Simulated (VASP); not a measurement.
OSZICAR of a VASP run on PbF₂ (fluorite):

File OSZICAR:
```
       N       E                     dE             d eps       ncg     rms          rms(c)
DAV:   1     0.304438264521E+03    0.30444E+03   -0.15151E+04   360   0.178E+03
DAV:   2     0.120222265980E+02   -0.29242E+03   -0.28332E+03   406   0.459E+02
DAV:   3    -0.154690233632E+02   -0.27491E+02   -0.27282E+02   430   0.151E+02
DAV:   4    -0.162616724600E+02   -0.79265E+00   -0.79190E+00   388   0.274E+01
DAV:   5    -0.162866453350E+02   -0.24973E-01   -0.24970E-01   388   0.514E+00    0.800E+00
DAV:   6    -0.143487899885E+02    0.19379E+01   -0.10319E+01   474   0.270E+01    0.269E+00
DAV:   7    -0.143437717893E+02    0.50182E-02   -0.44032E-01   364   0.460E+00    0.155E+00
DAV:   8    -0.143404710486E+02    0.33007E-02   -0.98704E-02   364   0.395E+00    0.484E-01
DAV:   9    -0.143380803216E+02    0.23907E-02   -0.18546E-02   430   0.107E+00    0.996E-02
DAV:  10    -0.143392199119E+02   -0.11396E-02   -0.13624E-03   360   0.377E-01    0.253E-02
DAV:  11    -0.143392191198E+02    0.79211E-06   -0.91069E-05   378   0.931E-02    0.962E-03
DAV:  12    -0.143392289358E+02   -0.98160E-05   -0.28668E-05   394   0.554E-02    0.764E-03
DAV:  13    -0.143392279746E+02    0.96122E-06   -0.76389E-06   342   0.326E-02
   1 F= -.14339228E+02 E0= -.14339228E+02  d E =-.521409E-17
```

Task: Which electronic solver shows in the log?

Result: It is blocked Davidson (ALGO = Normal, or the opening steps of other solvers). The INCAR had ALGO = Normal.

Task: Can the final energy be trusted as converged?

Result: The run converged. It stopped with EDIFF = 1E-6, NELM = 100 (PBE GGA, plane waves, VASP's PBE PAW potentials (set 64)).

The compound is PbF2 in the fluorite structure, the β form. The cell was not relaxed at this level.
